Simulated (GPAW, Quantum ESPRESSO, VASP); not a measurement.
BaSn (P1, 4 atoms in the cell) computed with different codes at matched settings

Self-consistent single point, at a second geometry (atoms moved at random). First geometry:

```yaml
crystal:
  lattice:
    - [2.68307, -6.36291, 0.00000]
    - [2.68307, 6.36291, 0.00000]
    - [0.00000, 0.00000, 4.71514]
  atoms:
    - { symbol: Ba, position: [0.13558, 0.86442, 0.25000] }
    - { symbol: Ba, position: [0.86442, 0.13558, 0.75000] }
    - { symbol: Sn, position: [0.42794, 0.57206, 0.25000] }
    - { symbol: Sn, position: [0.57206, 0.42794, 0.75000] }
```

Second geometry:
```yaml
crystal:
  lattice:
    - [2.68307, -6.36291, 0.00000]
    - [2.68307, 6.36291, 0.00000]
    - [0.00000, 0.00000, 4.71514]
  atoms:
    - { symbol: Ba, position: [0.13969, 0.87009, 0.24526] }
    - { symbol: Ba, position: [0.86720, 0.12814, 0.73864] }
    - { symbol: Sn, position: [0.42692, 0.57523, 0.25411] }
    - { symbol: Sn, position: [0.56618, 0.42654, 0.76199] }
```

Shared settings, as Quantum ESPRESSO writes them: occupations = smearing; smearing = fd; degauss = 0.0036749 Ry; K_POINTS = automatic 5 5 5 0 0 0. Potentials and cutoffs stand in the table.

```tsv
code	model	ΔF from the first geometry (meV/atom)	pressure (GPa)	largest force (eV/Å)	cutoff
GPAW	PBEsol, GPAW PAW datasets PBEsol (made by gpaw-setup)	4.8	-1.30	0.259	550 eV
VASP	PBEsol, VASP's PBE PAW potentials (set 64)	5.1	-1.27	0.265	300 eV
Quantum ESPRESSO	PBEsol, GBRV 1.5 ultrasoft (PBESOL) pseudopotentials	4.5	-1.36	0.261	40 Ry
```

Size of the force on each atom (eV/Å): Sizes of forces hide their directions.

```
code                Ba1    Ba2    Sn3    Sn4
----------------  -----  -----  -----  -----
GPAW              0.139  0.208  0.101  0.259
VASP              0.142  0.220  0.089  0.265
Quantum ESPRESSO  0.139  0.199  0.088  0.261
```

The spread over the programs that give each value: ΔF from the first geometry within 0.6 meV/atom; pressure within 0.09 GPa; largest force within 0.006 eV/Å.

VASP's run is marked for a possible Pulay error in its stress at this cutoff; no cutoff test was made.

The starting cell comes from a database of computed structures (which also holds hypothetical and non-ambient phases and stackings), without a prior relaxation at this level. For this run, on top of that: atoms moved at random.

Left out of this page: Ansatz, CP2K and SIESTA (not drawn, or without a comparable value).
